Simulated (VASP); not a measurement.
Given:

```yaml
crystal:
  lattice:
    - [1.42318, 0.82167, 4.63256]
    - [-1.42318, 0.82167, 4.63256]
    - [0.00000, -1.64335, 4.63256]
  atoms:
    - { symbol: Al, position: [0.00000, 0.00000, 0.00000] }
    - { symbol: Ti, position: [0.50000, 0.50000, 0.50000] }
```

Method: PBEsol GGA, VASP's PBE PAW potentials (set 64) (plane waves; VASP). Run with 400 eV cut-off, Gaussian smearing of 0.050 eV, potentials Al Ti_sv.

**Question.** Give the energies of bands 5 to 10 at the high-symmetry points, in eV from the Fermi level.

**Answer.** 
```
band      Γ      T     H2      L     S0      F
----  -----  -----  -----  -----  -----  -----
5     -9.26  -8.34  -2.68  -3.97  -2.39  -3.93
6     -2.46  -5.49  -1.72  -2.83  -1.84  -2.91
7     -2.02  -0.61  -1.56  -2.12  -1.68  -1.77
8      1.19   1.19  -0.63  -0.62  -0.66   0.13
9      1.19   1.19   0.36   1.81   0.17   0.67
10     2.65   2.71   1.03   2.93   1.28   2.02
```

It has no gap at this level: it comes out as a metal or semimetal.

The structure was generated: TiAl was put into the CuPt type (R-3m), which need not be its known phase. It was relaxed first. The electron count is odd and the run is not spin-polarised, which forces a metal.
